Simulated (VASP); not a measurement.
Method: PBE GGA, VASP's PBE PAW potentials (set 64) (plane waves; VASP).

A VASP calculation is set up with these files.

INCAR:
```
! general
SYSTEM =Cr
PREC   =Accurate
ENCUT  =300
LREAL  =.FALSE.
LASPH  =.TRUE.   ! aspherical one-centre terms

! electronic loop
EDIFF  =1E-6   ! SCF stop (eV)
NELM   =100
ALGO   =Normal   ! blocked Davidson
LMAXMIX=4   ! l cut-off of mixed one-centre charges

! smearing
ISMEAR =0
SIGMA  =0.2   ! width (eV)

! functional
GGA    =PE   ! PBE

! spin
ISPIN  =2   ! spin-polarised
MAGMOM =1.5 -1.5

! ions
ISIF   =2

! output
LWAVE  =.FALSE.
LCHARG =.FALSE.
LORBIT =11   ! lm-projected
```

### POSCAR
```
Cr
5.760
  0.5000000000   0.0000000000   0.0000000000
  0.0000000000   0.5000000000   0.0000000000
  0.0000000000   0.0000000000   0.5000000000
Cr
2
Direct
  0.0000000000   0.0000000000   0.0000000000
  0.5000000000   0.5000000000   0.5000000000
```

KPOINTS:
```
Automatic mesh
0
Gamma
9 9 9
0 0 0
```

POTCAR, in this order: Cr_pv (PBE.64 set). Program: vasp_std.

At this cut-off the stress carries a Pulay error, which pulls relaxed volumes low.

Question: What does the run give for the energy per atom (σ→0), cell moment, pressure, band gap (on the k-mesh)?

Answer: 
```
Property                                                    Result
------------------------  ----------------------------------------
energy per atom (σ→0)                       -919.8 kJ/mol of atoms
cell moment                                                0.00 μB
band gap (on the k-mesh)  none (metal, semimetal or under 0.01 eV)
pressure                                                 -3.91 GPa
```

### OSZICAR
```
...
DAV:  10    -0.190721165154E+02   -0.13354E-02   -0.39447E-03  3224   0.558E-01    0.240E-01
DAV:  11    -0.190732234992E+02   -0.11070E-02   -0.16914E-02  2880   0.731E-01    0.145E-01
DAV:  12    -0.190735820537E+02   -0.35855E-03   -0.81937E-03  2816   0.565E-01    0.596E-02
DAV:  13    -0.190736310290E+02   -0.48975E-04   -0.13442E-04  2400   0.136E-01    0.374E-02
DAV:  14    -0.190736514860E+02   -0.20457E-04   -0.18363E-04  2776   0.723E-02    0.211E-02
DAV:  15    -0.190736575772E+02   -0.60912E-05   -0.22902E-04  2848   0.876E-02    0.336E-03
DAV:  16    -0.190736580441E+02   -0.46697E-06   -0.48343E-06  2320   0.190E-02
   1 F= -.19073658E+02 E0= -.19065326E+02  d E =-.166642E-01  mag=     0.0000
```

The structure is a typed Cr crystal (Im-3m). The cell was not relaxed at this level.
